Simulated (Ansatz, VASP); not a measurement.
# Cross-check of Na3Y between VASP and Ansatz, part 2 of 2

Aim: how closely do two programs agree when they are given the same cell, functional and k mesh? The cell is generated by rule, not measured, and may not be a known phase. The cell is taken from a series of runs on this material, whose earlier steps may have relaxed, scaled, displaced or heated it; both programs get it as it stands.

VASP 6.6.1 and Ansatz 0.2.0.

So far: The starting structure; Ansatz: zone-centre phonons, PBEsol.

## 3. VASP: zone-centre phonons, PBEsol

Level of this step: PBEsol; plane waves and PAW (Na_pv, Y_sv); invented cell (VASP).

The same cell, functional, mesh and smearing now go to VASP, with its own data sets.

Lines of VASP's logs that name or quote its potential files are left out, and so is its time.

INCAR reads:

```
SYSTEM = Na3Y
PREC = Accurate
ENCUT = 500
EDIFF = 1E-08
NELM = 120
ISMEAR = 1
SIGMA = 0.15
LREAL = .FALSE.
ALGO = Normal
GGA = PS
NBANDS = 22
LASPH = .TRUE.
LORBIT = 11
LWAVE = .FALSE.
LCHARG = .FALSE.
ISIF = 2
IBRION = 8
GGA_COMPAT = .FALSE.
KPAR = 2
```

POSCAR reads:

```
Na3Y
1.0
    0.0000000000      4.0589774831      4.0589774831
    4.0589774831      0.0000000000      4.0589774831
    4.0589774831      4.0589774831      0.0000000000
Na Y
3 1
Direct
    0.7500000000      0.7500000000      0.7500000000
    0.5000000000      0.5000000000      0.5000000000
    0.2500000000      0.2500000000      0.2500000000
    0.0000000000      0.0000000000      0.0000000000
```

KPOINTS reads:

```
Automatic mesh
0
Gamma
8 8 8
0 0 0
```

PAW data sets: Na_pv and Y_sv (PBE family, release 64).

Started as:

```bash
mpirun -np 2 vasp_std
```

Numbers of over 12 decimals in the logs are rounded to 6 here.

The program printed:

```text
[banner, memory and clock lines left out]
running    2 mpi-ranks, on    1 nodes
 distrk:  each k-point on    1 cores,    2 groups
 distr:  one band on    1 cores,    1 groups

 POSCAR found type information on POSCAR NaY
 POSCAR found :  2 types and       4 ions
|                                                                             |
|               ----> ADVICE to this user running VASP <----                  |
|                                                                             |
|     You enforced a specific xc type in the INCAR file but a different       |
|     [... a line on the potential file left out ...]
|     I HOPE YOU KNOW WHAT YOU ARE DOING!                                     |
|                                                                             |

 LDA part: xc-table for (Slater+PW92), standard interpolation
 POSCAR, INCAR and KPOINTS ok, starting setup
 FFT: planning ... GRIDC
 FFT: planning ... GRID_SOFT
 FFT: planning ... GRID
 WAVECAR not read
 entering main loop
       N       E                     dE             d eps       ncg     rms          rms(c)
DAV:   1     0.249021178447E+03    0.24902E+03   -0.16271E+04  1276   0.143E+03
DAV:   2     0.521780240364E+01   -0.24380E+03   -0.23784E+03  1330   0.382E+02
DAV:   3    -0.920199227435E+01   -0.14420E+02   -0.13728E+02  1716   0.104E+02
DAV:   4    -0.101447952841E+02   -0.94280E+00   -0.93071E+00  2092   0.178E+01
DAV:   5    -0.101622608183E+02   -0.17466E-01   -0.17468E-01  1624   0.191E+00    0.144E+01
DAV:   6    -0.943639525037E+01    0.72587E+00   -0.13403E+00  1814   0.356E+00    0.103E+01
DAV:   7    -0.942349452035E+01    0.12901E-01   -0.12225E+00  1756   0.427E+00    0.226E+00
DAV:   8    -0.943109378513E+01   -0.75993E-02   -0.81789E-01  1408   0.358E+00    0.154E+00
DAV:   9    -0.939454963871E+01    0.36544E-01   -0.31886E-01  1470   0.264E+00    0.664E-01
DAV:  10    -0.938836787563E+01    0.61818E-02   -0.29674E-02  1738   0.104E+00    0.174E-01
DAV:  11    -0.938848406203E+01   -0.11619E-03   -0.50106E-03  1758   0.453E-01    0.741E-02
DAV:  12    -0.938851876742E+01   -0.34705E-04   -0.29965E-04  1660   0.138E-01    0.439E-02
DAV:  13    -0.938845838026E+01    0.60387E-04   -0.33268E-04  1550   0.227E-01    0.236E-02
DAV:  14    -0.938845964737E+01   -0.12671E-05   -0.50059E-05  1640   0.597E-02    0.115E-02
DAV:  15    -0.938846030617E+01   -0.65880E-06   -0.44186E-06  1716   0.165E-02    0.421E-03
DAV:  16    -0.938846038571E+01   -0.79541E-07   -0.42510E-07  1778   0.636E-03    0.171E-03
DAV:  17    -0.938846055524E+01   -0.16953E-06   -0.23911E-07  1634   0.461E-03    0.103E-03
DAV:  18    -0.938846057755E+01   -0.22310E-07   -0.30534E-08  1290   0.190E-03    0.922E-04
DAV:  19    -0.938846055026E+01    0.27286E-07   -0.42449E-09   638   0.761E-04    0.439E-04
DAV:  20    -0.938846053217E+01    0.18093E-07   -0.29945E-09   638   0.499E-04    0.197E-04
DAV:  21    -0.938846054169E+01   -0.95147E-08   -0.16581E-09   638   0.459E-04
   1 F= -.93884605E+01 E0= -.93896194E+01  d E =0.347668E-02
 Linear response reoptimize wavefunctions to high precision
DAV:   1    -0.938846054463E+01   -0.29481E-08   -0.75437E-10   662   0.216E-04
DAV:   2    -0.938846054463E+01    0.22737E-11   -0.21250E-10   638   0.102E-04
 Linear response DOF=           3
 Linear response progress:
  Degree of freedom:   1/  3
       N       E                     dE             d eps       ncg     rms          rms(c)
RMM:   1    -0.159043329675E+00   -0.15904E+00   -0.34949E-01  4250   0.480E+00
RMM:   2    -0.162881815992E+00   -0.38385E-02   -0.22171E-02  6455   0.941E-01    0.336E-02
RMM:   3    -0.163022730122E+00   -0.14091E-03   -0.77925E-04  6750   0.198E-01    0.156E-02
RMM:   4    -0.163035382243E+00   -0.12652E-04   -0.10151E-04  8264   0.820E-02    0.498E-03
RMM:   5    -0.163037844457E+00   -0.24622E-05   -0.71918E-06  8471   0.163E-02    0.211E-03
RMM:   6    -0.163037440117E+00    0.40434E-06   -0.20313E-06  9153   0.753E-03    0.611E-04
RMM:   7    -0.163036580021E+00    0.86010E-06   -0.90578E-07  9798   0.301E-03    0.508E-04
RMM:   8    -0.163035838872E+00    0.74115E-06   -0.38996E-07 10219   0.171E-03    0.272E-04
RMM:   9    -0.163035738029E+00    0.10084E-06   -0.19761E-07 10340   0.105E-03    0.113E-04
RMM:  10    -0.163035865455E+00   -0.12743E-06   -0.93250E-08 10404   0.687E-04    0.582E-05
RMM:  11    -0.163035984913E+00   -0.11946E-06   -0.58235E-08 10383   0.482E-04    0.113E-05
RMM:  12    -0.163036005774E+00   -0.20860E-07   -0.19432E-08 10334   0.348E-04    0.266E-05
RMM:  13    -0.163036029903E+00   -0.24129E-07   -0.48129E-09 10506   0.259E-04    0.286E-05
RMM:  14    -0.163036006141E+00    0.23762E-07   -0.48734E-09 10194   0.195E-04    0.447E-05
RMM:  15    -0.163036059929E+00   -0.53788E-07   -0.13839E-09  9938   0.152E-04    0.274E-05
RMM:  16    -0.163036119734E+00   -0.59805E-07    0.53872E-10 10000   0.118E-04    0.105E-05
RMM:  17    -0.163036123255E+00   -0.35213E-08    0.95764E-11  9880   0.892E-05    0.118E-05
 first order change of Fermi-energy   0.26297E-04
 force on displaced ion       1 direction 1 :  -1.389   0.000   0.000
 Linear response progress:
  Degree of freedom:   2/  3
       N       E                     dE             d eps       ncg     rms          rms(c)
RMM:   1    -0.159176537122E+00   -0.15918E+00   -0.37390E-01  2729   0.400E+00
RMM:   2    -0.162875421923E+00   -0.36989E-02   -0.22503E-02  3832   0.776E-01    0.222E-02
RMM:   3    -0.163095557426E+00   -0.22014E-03   -0.13793E-03  4318   0.209E-01    0.107E-02
RMM:   4    -0.163112364684E+00   -0.16807E-04   -0.83345E-05  4996   0.586E-02    0.361E-03
RMM:   5    -0.163119213085E+00   -0.68484E-05   -0.72022E-06  5460   0.166E-02    0.172E-03
RMM:   6    -0.163121509403E+00   -0.22963E-05   -0.12732E-06  5507   0.578E-03    0.352E-04
RMM:   7    -0.163121119181E+00    0.39022E-06   -0.48678E-07  5799   0.273E-03    0.191E-04
RMM:   8    -0.163120708326E+00    0.41085E-06   -0.22916E-07  5928   0.149E-03    0.119E-04
RMM:   9    -0.163120601666E+00    0.10666E-06   -0.18986E-07  5973   0.890E-04    0.651E-05
RMM:  10    -0.163120757050E+00   -0.15538E-06   -0.82774E-08  5890   0.590E-04    0.198E-05
RMM:  11    -0.163120773734E+00   -0.16684E-07   -0.31628E-08  6082   0.412E-04    0.529E-06
RMM:  12    -0.163120813239E+00   -0.39505E-07   -0.23085E-08  6105   0.292E-04    0.600E-06
RMM:  13    -0.163120814120E+00   -0.88079E-09   -0.13835E-08  5511   0.212E-04    0.103E-05
 first order change of Fermi-energy   0.10562E-03
 force on displaced ion       2 direction 1 :  -1.050   0.000   0.000
 Linear response progress:
  Degree of freedom:   3/  3
       N       E                     dE             d eps       ncg     rms          rms(c)
RMM:   1    -0.297026987171E+00   -0.29703E+00    0.72055E+00  3139   0.104E+01
RMM:   2    -0.282968782057E+00    0.14058E-01   -0.23528E-01  4942   0.173E+00    0.168E-01
RMM:   3    -0.285391406719E+00   -0.24226E-02   -0.13952E-02  5333   0.474E-01    0.715E-02
RMM:   4    -0.286283263420E+00   -0.89186E-03   -0.24190E-03  5707   0.187E-01    0.288E-02
RMM:   5    -0.286389680588E+00   -0.10642E-03   -0.63211E-04  6083   0.864E-02    0.130E-02
RMM:   6    -0.286272526194E+00    0.11715E-03   -0.88052E-05  5821   0.352E-02    0.642E-03
RMM:   7    -0.286162377038E+00    0.11015E-03   -0.29727E-05  6063   0.187E-02    0.205E-03
RMM:   8    -0.286099088148E+00    0.63289E-04   -0.57248E-06  5981   0.857E-03    0.352E-04
RMM:   9    -0.286096813858E+00    0.22743E-05   -0.15268E-06  6068   0.455E-03    0.300E-04
RMM:  10    -0.286092860391E+00    0.39535E-05    0.24699E-07  6100   0.233E-03    0.195E-04
RMM:  11    -0.286092791394E+00    0.68997E-07   -0.97422E-06  6063   0.138E-03    0.599E-05
RMM:  12    -0.286093340546E+00   -0.54915E-06   -0.82918E-06  6059   0.806E-04    0.983E-05
RMM:  13    -0.286091765750E+00    0.15748E-05   -0.59035E-06  5954   0.568E-04    0.688E-05
RMM:  14    -0.286092622284E+00   -0.85653E-06   -0.44596E-06  5990   0.390E-04    0.936E-06
RMM:  15    -0.286092896758E+00   -0.27447E-06   -0.29640E-06  6168   0.286E-04    0.131E-05
RMM:  16    -0.286092901782E+00   -0.50238E-08   -0.25175E-06  5762   0.214E-04    0.198E-05
RMM:  17    -0.286092831816E+00    0.69966E-07   -0.18922E-06  5689   0.171E-04    0.333E-05
RMM:  18    -0.286092681133E+00    0.15068E-06   -0.14010E-06  5618   0.143E-04    0.401E-05
RMM:  19    -0.286092771982E+00   -0.90849E-07   -0.10643E-06  5340   0.119E-04    0.349E-05
RMM:  20    -0.286092837995E+00   -0.66013E-07   -0.76323E-07  5390   0.102E-04    0.330E-05
RMM:  21    -0.286092837963E+00    0.31123E-10   -0.57816E-07  4655   0.864E-05    0.369E-05
 first order change of Fermi-energy   0.58705E-03
 force on displaced ion       4 direction 1 :  -2.332   0.000   0.000
 Linear response finished
```

Parts of OUTCAR (step 3):

```text
ion  position               nearest neighbor table
   1  0.750  0.750  0.750-   4 3.52   4 3.52   4 3.52   4 3.52
   2  0.500  0.500  0.500-
   3  0.250  0.250  0.250-   4 3.52   4 3.52   4 3.52   4 3.52
   4  0.000  0.000  0.000-   1 3.52   1 3.52   1 3.52   1 3.52   3 3.52   3 3.52   3 3.52   3 3.52

  LATTYP: Found a face centered cubic cell.
 ALAT       =     8.1179549662

 Subroutine GETGRP returns: Found 48 space group operations
 (whereof 48 operations were pure point group operations)

The static configuration has the point symmetry O_h .

 Found     29 irreducible k-points:

   k-points           NKPTS =     29   k-points in BZ     NKDIM =     29   number of bands    NBANDS=     22

   dimension x,y,z NGX =    42 NGY =   42 NGZ =   42
   dimension x,y,z NGXF=    84 NGYF=   84 NGZF=   84

   ENCUT  =  500.0 eV  36.75 Ry    6.06 a.u.  10.47 10.47 10.47*2*pi/ulx,y,z

   NELECT =      32.0000    total number of electrons

 k-points in reciprocal lattice and weights: Automatic mesh
   0.00000000  0.00000000  0.00000000       0.002
   0.12500000  0.00000000  0.00000000       0.016
   0.25000000  0.00000000  0.00000000       0.016
   0.37500000  0.00000000  0.00000000       0.016
   0.50000000  0.00000000  0.00000000       0.008
   0.12500000  0.12500000  0.00000000       0.012
   0.25000000  0.12500000  0.00000000       0.047
   0.37500000  0.12500000  0.00000000       0.047
   0.50000000  0.12500000  0.00000000       0.047
[...]
-0.37500000  0.50000000  0.12500000       0.023
  -0.25000000  0.50000000  0.25000000       0.012

 average (electrostatic) potential at core
       1 -48.5877       2 -48.6649       3 -48.5877       4 -41.0585

  Total        0.0003446      0.0003446      0.0003446      0.0000000     -0.0000000      0.0000000
  in kB        0.0041278      0.0041278      0.0041278      0.0000000     -0.0000000      0.0000000
  external PRESSURE =       0.0041278 kB  Pullay stress =       0.0000000 kB

  energy-cutoff  :      500.00
  volume of cell :      133.75
      direct lattice vectors                 reciprocal lattice vectors
     0.000000000  4.058977483  4.058977483    -0.123183733  0.123183733  0.123183733
     4.058977483  0.000000000  4.058977483     0.123183733 -0.123183733  0.123183733
     4.058977483  4.058977483  0.000000000     0.123183733  0.123183733 -0.123183733

 POSITION                                       TOTAL-FORCE (eV/Angst)
 -----------------------------------------------------------------------------------
      6.08847      6.08847      6.08847        -0.000000     -0.000000     -0.000000
      4.05898      4.05898      4.05898         0.000000     -0.000000      0.000000
      2.02949      2.02949      2.02949         0.000000      0.000000      0.000000
      0.00000      0.00000      0.00000         0.000000     -0.000000      0.000000
 -----------------------------------------------------------------------------------
    total drift:                               -0.000000     -0.000000      0.000000

 Eigenvectors and eigenvalues of the dynamical matrix
 ----------------------------------------------------

   1 f  =    4.569560 THz    28.711393 2PiTHz  152.424119 cm-1    18.898174 meV
             X         Y         Z           dx          dy          dz
      6.088466  6.088466  6.088466    -0.583549    0.005264   -0.000000
      4.058977  4.058977  4.058977     0.410688   -0.003705    0.000000
      2.029489  2.029489  2.029489    -0.583549    0.005264    0.000000
      0.000000  0.000000  0.000000     0.387552   -0.003496   -0.000000

   2 f  =    4.569560 THz    28.711393 2PiTHz  152.424119 cm-1    18.898174 meV
             X         Y         Z           dx          dy          dz
      6.088466  6.088466  6.088466    -0.002041   -0.226198    0.537947
      4.058977  4.058977  4.058977     0.001436    0.159193   -0.378594
      2.029489  2.029489  2.029489    -0.002041   -0.226198    0.537947
      0.000000  0.000000  0.000000     0.001355    0.150225   -0.357266

   3 f  =    4.569560 THz    28.711393 2PiTHz  152.424119 cm-1    18.898174 meV
             X         Y         Z           dx          dy          dz
      6.088466  6.088466  6.088466     0.004853    0.537925    0.226208
      4.058977  4.058977  4.058977    -0.003415   -0.378579   -0.159200
      2.029489  2.029489  2.029489     0.004853    0.537925    0.226208
      0.000000  0.000000  0.000000    -0.003223   -0.357252   -0.150231

   4 f  =    3.876130 THz    24.354441 2PiTHz  129.293769 cm-1    16.030377 meV
             X         Y         Z           dx          dy          dz
      6.088466  6.088466  6.088466     0.513281   -0.214733    0.436386
      4.058977  4.058977  4.058977     0.000000    0.000000    0.000000
      2.029489  2.029489  2.029489    -0.513281    0.214733   -0.436386
      0.000000  0.000000  0.000000    -0.000000   -0.000000    0.000000

   5 f  =    3.876130 THz    24.354441 2PiTHz  129.293769 cm-1    16.030377 meV
             X         Y         Z           dx          dy          dz
      6.088466  6.088466  6.088466     0.486317    0.234736   -0.456503
      4.058977  4.058977  4.058977    -0.000000   -0.000000   -0.000000
      2.029489  2.029489  2.029489    -0.486317   -0.234736    0.456503
      0.000000  0.000000  0.000000     0.000000    0.000000    0.000000

   6 f  =    3.876130 THz    24.354441 2PiTHz  129.293769 cm-1    16.030377 meV
             X         Y         Z           dx          dy          dz
      6.088466  6.088466  6.088466    -0.006236    0.631497    0.318076
      4.058977  4.058977  4.058977     0.000000    0.000000    0.000000
      2.029489  2.029489  2.029489     0.006236   -0.631497   -0.318076
      0.000000  0.000000  0.000000    -0.000000    0.000000   -0.000000

   7 f  =    3.345507 THz    21.020439 2PiTHz  111.594092 cm-1    13.835898 meV
             X         Y         Z           dx          dy          dz
      6.088466  6.088466  6.088466    -0.111194   -0.001812    0.000000
      4.058977  4.058977  4.058977    -0.826229   -0.013461   -0.000000
      2.029489  2.029489  2.029489    -0.111194   -0.001812   -0.000000
      0.000000  0.000000  0.000000     0.540696    0.008809   -0.000000

   8 f  =    3.345507 THz    21.020439 2PiTHz  111.594092 cm-1    13.835898 meV
             X         Y         Z           dx          dy          dz
      6.088466  6.088466  6.088466    -0.000183    0.011258    0.110638
      4.058977  4.058977  4.058977    -0.001363    0.083652    0.822092
      2.029489  2.029489  2.029489    -0.000183    0.011258    0.110638
      0.000000  0.000000  0.000000     0.000892   -0.054743   -0.537989

   9 f  =    3.345507 THz    21.020439 2PiTHz  111.594092 cm-1    13.835898 meV
             X         Y         Z           dx          dy          dz
      6.088466  6.088466  6.088466    -0.001802    0.110623   -0.011259
      4.058977  4.058977  4.058977    -0.013392    0.821983   -0.083663
      2.029489  2.029489  2.029489    -0.001802    0.110623   -0.011259
      0.000000  0.000000  0.000000     0.008764   -0.537918    0.054751

  10 f/i=    0.021214 THz     0.133289 2PiTHz    0.707607 cm-1     0.087732 meV
             X         Y         Z           dx          dy          dz
      6.088466  6.088466  6.088466     0.383413    0.008350    0.000573
      4.058977  4.058977  4.058977     0.385248    0.008390    0.000575
      2.029489  2.029489  2.029489     0.383413    0.008350    0.000573
      0.000000  0.000000  0.000000     0.746389    0.016255    0.001115

  11 f/i=    0.021214 THz     0.133289 2PiTHz    0.707607 cm-1     0.087732 meV
             X         Y         Z           dx          dy          dz
      6.088466  6.088466  6.088466     0.002553   -0.091713   -0.372368
      4.058977  4.058977  4.058977     0.002566   -0.092152   -0.374150
      2.029489  2.029489  2.029489     0.002553   -0.091713   -0.372368
      0.000000  0.000000  0.000000     0.004971   -0.178537   -0.724887

  12 f/i=    0.021214 THz     0.133289 2PiTHz    0.707607 cm-1     0.087732 meV
             X         Y         Z           dx          dy          dz
      6.088466  6.088466  6.088466    -0.007971    0.372283   -0.091747
      4.058977  4.058977  4.058977    -0.008009    0.374064   -0.092186
      2.029489  2.029489  2.029489    -0.007971    0.372283   -0.091747
      0.000000  0.000000  0.000000    -0.015516    0.724722   -0.178603

 ELASTIC MODULI CONTR FROM IONIC RELAXATION (kBar)
 Direction    XX          YY          ZZ          XY          YZ          ZX
 --------------------------------------------------------------------------------
 XX          -0.0000      0.0000      0.0000     -0.0000     -0.0000     -0.0000
 YY           0.0000     -0.0000     -0.0000     -0.0000      0.0000     -0.0000
 ZZ           0.0000     -0.0000     -0.0000     -0.0000      0.0000     -0.0000
 XY          -0.0000     -0.0000     -0.0000    -26.2262     -0.0000     -0.0000
 YZ          -0.0000      0.0000      0.0000     -0.0000    -26.2262      0.0000
 ZX          -0.0000     -0.0000     -0.0000     -0.0000      0.0000    -26.2262
 --------------------------------------------------------------------------------
```

## 4. Comparison

Known differences besides the potentials themselves: the data sets hold 38 valence electrons in Ansatz (on its default PAW (the set named soft_2) files) and 32 in VASP; the cutoff is 420 eV in Ansatz and 500 eV in VASP; Ansatz makes its cores anew for this functional, VASP keeps those of its PBE data sets. Total energies have different zeros and are not compared.

Both answers:

| quantity | Ansatz | VASP | difference |
| --- | --- | --- | --- |
| optical mode 1 to 3 (cm⁻¹) | 113.3 | 111.6 | +1.56 % |
| optical mode 4 to 6 (cm⁻¹) | 132.2 | 129.3 | +2.25 % |
| optical mode 7 to 9 (cm⁻¹) | 154.3 | 152.4 | +1.23 % |

Modes are paired by rising frequency, not by their patterns, so a pair may set unlike modes beside each other; they are those without the splitting of longitudinal modes.

## 5. What came out

```json
{"r.m.s. difference of the optical zone-centre modes, each program's sorted by frequency (zone-centre phonons, PBEsol)": "2.2 cm⁻¹", "difference in optical mode 4 to 6 (zone-centre phonons, PBEsol)": "+2.2 %"}
```

In words: The r.m.s. difference of the optical zone-centre modes, each program's sorted by frequency is 2.2 cm⁻¹ (zone-centre phonons, PBEsol). The data sets hold unlike numbers of valence electrons (38 in Ansatz and 32 in VASP), so part of the differences comes from the potentials. Among the rows given in per cent, the largest difference of the zone-centre phonons, PBEsol pair is in optical mode 4 to 6, +2.2 %. How closely two codes agree says nothing of how well the functional describes the real material.

[Lines on the potential files, build, host, timing and source positions are cut from VASP's logs without a mark.]

[Logs are printed without paths, hosts, clocks, repeated set-up lines and the standing remarks that a program may print on its own settings, such as how far it seeks lower states.]

[Hosts, paths, dates, database ids (printed as entryN), source tags and the programs' standing remarks are cut or masked in the printed files.]
